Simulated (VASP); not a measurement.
BaO (rock salt):

```yaml
crystal:
  lattice:
    - [0.00000, 2.77000, 2.77000]
    - [2.77000, 0.00000, 2.77000]
    - [2.77000, 2.77000, 0.00000]
  atoms:
    - { symbol: Ba, position: [0.00000, 0.00000, 0.00000] }
    - { symbol: O, position: [0.50000, 0.50000, 0.50000] }
```

The lowest empty band near X, direction across the valley's axis, from PBE with spin-orbit coupling in VASP (PAW); its two spin partners are averaged. The gap over the points computed is 1.91 eV, and the next band on that side lies 3.99 eV away at the edge.

Run with 520 eV cut-off, 9×9×9 Γ-centred mesh, Gaussian smearing of 0.050 eV, potentials Ba_sv O.

```tsv
distance from the edge in k (1/Å)	distance in energy (meV)
0.018	3.4
0.025	6.5
0.035	12.8
0.050	26.0
0.070	50.9
```

Problem. Fit E(1 + αE) = ħ²k²/2m* (ħ²/2m0 = 3.810 eV Å²) and predict the row at 0.095 1/Å.

Solution. The rows don't resolve α, so a parabola serves: the electron mass is m* = 0.367 m0, and so 93.8 meV. The run gave 93.2 meV, -0.6 meV from the fit.

Left out are points under 3 meV from the edge, since the levels carry 0.1 meV, and points farther than half the way to the next band.

The compound is BaO in the rock salt structure. The cell was not relaxed at this level.
